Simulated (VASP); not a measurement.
These are optB88-vdW, VASP's PBE PAW potentials (set 64) (plane waves; VASP 6.6.1) values and carry that method's errors.

A VASP calculation is set up with these files.

POSCAR:
```
BaTiO3
1
    3.9386202162     0.0000000000     0.0000000000
    0.0000000000     3.9386202162     0.0000000000
    0.0000000000     0.0000000000     3.9386202162
Ba Ti O
1 1 3
Direct
  0.0000000000   0.0000000000   0.0000000000
  0.5000000000   0.5000000000   0.5000000000
  0.5000000000   0.0000000000   0.5000000000
  0.0000000000   0.5000000000   0.5000000000
  0.5000000000   0.5000000000   0.0000000000
```

File KPOINTS:
```
Automatic mesh
0
Gamma
6 6 6
0 0 0
```

INCAR:
```
SYSTEM = BaTiO3
PREC = Accurate; ENCUT = 520; LREAL = .False.
LASPH = .True.
EDIFF = 1E-7; NELM = 100; ALGO = Normal
LMAXMIX = 4
ISMEAR = 0; SIGMA = 0.05
GGA = BO; LUSE_VDW = .True.; AGGAC = 0.0
PARAM1 = 0.1833333333; PARAM2 = 0.22
ISIF = 2
LWAVE = .False.; LCHARG = .False.
```

POTCAR, in this order: Ba_sv Ti_sv O (PBE.64 set). Program: vasp_std.

What VASP printed:

### OSZICAR
```
       N       E                     dE             d eps       ncg     rms          rms(c)
DAV:   1     0.469946427085E+03    0.46995E+03   -0.21812E+04   960   0.183E+03
DAV:   2     0.616522079508E+01   -0.46378E+03   -0.45746E+03  1192   0.490E+02
DAV:   3    -0.402169630371E+02   -0.46382E+02   -0.44385E+02  1424   0.146E+02
DAV:   4    -0.421768198853E+02   -0.19599E+01   -0.19590E+01  1360   0.280E+01
DAV:   5    -0.422495281645E+02   -0.72708E-01   -0.72706E-01  1344   0.382E+00    0.250E+01
DAV:   6    -0.309073844490E+02    0.11342E+02   -0.76581E+01  1392   0.811E+01    0.104E+01
DAV:   7    -0.309404459476E+02   -0.33061E-01   -0.11084E+01  1216   0.255E+01    0.694E+00
DAV:   8    -0.308017008263E+02    0.13875E+00   -0.10605E+00  1248   0.103E+01    0.271E+00
DAV:   9    -0.308233636069E+02   -0.21663E-01   -0.20093E-01  1240   0.337E+00    0.101E+00
DAV:  10    -0.308156791370E+02    0.76845E-02   -0.68797E-02  1272   0.254E+00    0.479E-01
DAV:  11    -0.308139600164E+02    0.17191E-02   -0.12778E-02  1400   0.927E-01    0.790E-02
DAV:  12    -0.308139381432E+02    0.21873E-04   -0.28363E-03  1184   0.543E-01    0.103E-01
DAV:  13    -0.308138296703E+02    0.10847E-03   -0.51902E-04  1232   0.181E-01    0.936E-03
DAV:  14    -0.308138374971E+02   -0.78268E-05   -0.42245E-05  1312   0.633E-02    0.233E-02
DAV:  15    -0.308138339729E+02    0.35242E-05   -0.73028E-06  1224   0.281E-02    0.887E-03
DAV:  16    -0.308138330218E+02    0.95108E-06   -0.38941E-06  1464   0.156E-02    0.213E-03
DAV:  17    -0.308138330579E+02   -0.36069E-07   -0.12660E-07   600   0.320E-03
   1 F= -.30813833E+02 E0= -.30813833E+02  d E =-.240382E-23
```

### OUTCAR
```
------------------------ aborting loop because EDIFF is reached ----------------------------------------
  FORCE on cell =-STRESS in cart. coord.  units (eV):
  Direction    XX          YY          ZZ          XY          YZ          ZX
  --------------------------------------------------------------------------------------
  Total        4.6404288      4.6404288      4.6404288     -0.0000000      0.0000000     -0.0000000
  in kB      121.6848120    121.6848120    121.6848120     -0.0000000      0.0000000     -0.0000000
  external PRESSURE =     121.6848120 kB  Pullay stress =       0.0000000 kB
  volume of cell :       61.10
      direct lattice vectors                 reciprocal lattice vectors
     3.938620216  0.000000000  0.000000000     0.253896021  0.000000000  0.000000000
     0.000000000  3.938620216  0.000000000     0.000000000  0.253896021  0.000000000
     0.000000000  0.000000000  3.938620216     0.000000000  0.000000000  0.253896021
 POSITION                                       TOTAL-FORCE (eV/Angst)
 -----------------------------------------------------------------------------------
      0.00000      0.00000      0.00000         0.000000      0.000000      0.000000
      1.96931      1.96931      1.96931         0.000000      0.000000      0.000000
      1.96931      0.00000      1.96931         0.000000      0.000000      0.000000
      0.00000      1.96931      1.96931         0.000000      0.000000      0.000000
      1.96931      1.96931      0.00000         0.000000      0.000000      0.000000
 -----------------------------------------------------------------------------------
    total drift:                                0.000000      0.000000     -0.000000
  FREE ENERGIE OF THE ION-ELECTRON SYSTEM (eV)
  ---------------------------------------------------
  free  energy   TOTEN  =       -30.8138330579 eV

  energy  without entropy=      -30.8138330579  energy(sigma->0) =      -30.81383306
```
(Selected blocks of OUTCAR.)

The compound is BaTiO3 in the cubic perovskite structure, the ideal cubic form; the compound distorts at low or room temperature. This cell is one point of a volume scan, at 0.94 of the reference volume.
